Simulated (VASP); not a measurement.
An input for Ansatz (written as the equivalent of a VASP run, and not itself run):

Ansatz 0.2 input:
```yaml
crystal:
  lattice:
    - [0.0000000, 2.6214000, 2.6214000]
    - [2.6214000, 0.0000000, 2.6214000]
    - [2.6214000, 2.6214000, 0.0000000]
  atoms:
    - { symbol: Li, position: [0.0000000, 0.0000000, 0.0000000] }
    - { symbol: Cl, position: [0.5000000, 0.5000000, 0.5000000] }
kpoints:
  mp_grid: { grid: [7, 7, 7] }
hamiltonian:
  xc: pbe
  pseudopotentials: { kind: paw }
scf:
  occupations: { method: gaussian, width: 0.05 }
  max_iter: 100
output: { forces: true, stress: true, eigenvalues: true }
```

Task: Translate this input to VASP (INCAR, KPOINTS, POSCAR, choice of POTCAR).

Result: This is not unique; one that fits is 
**INCAR**
```
ISIF = 2   # forces and stress, cell fixed
LREAL = F   # projection in real space or not
ENCUT = 520   # plane-wave cut-off (eV)
ISMEAR = 0   # Gaussian
EDIFF = 1E-6
SYSTEM = LiCl
LASPH = T   # aspherical one-centre terms
GGA = PE   # PBE
SIGMA = 0.05
PREC = Accurate
LCHARG = F
ALGO = Normal
LWAVE = F
NELM = 100
```

File KPOINTS:
```
Automatic mesh
0
Gamma
7 7 7
0 0 0
```

File POSCAR:
```
LiCl
2.62140
  0.0000000000   1.0000000000   1.0000000000
  1.0000000000   0.0000000000   1.0000000000
  1.0000000000   1.0000000000   0.0000000000
Li Cl
1 1
Direct
  0.0000000000   0.0000000000   0.0000000000
  0.5000000000   0.5000000000   0.5000000000
```

POTCAR, in this order: Li_sv Cl (PBE.64 set). Program: vasp_std.

The two are equivalent in intent, not identical: each code has its own PAW files, so the cut-off isn't converted (ENCUT is set for VASP's; basis.ecutwfc is left out, and Ansatz then takes the one that its files recommend); Ansatz stops its SCF on the density residual and VASP on the energy change (EDIFF).

The compound is LiCl in the rock salt structure. The cell was not relaxed at this level.
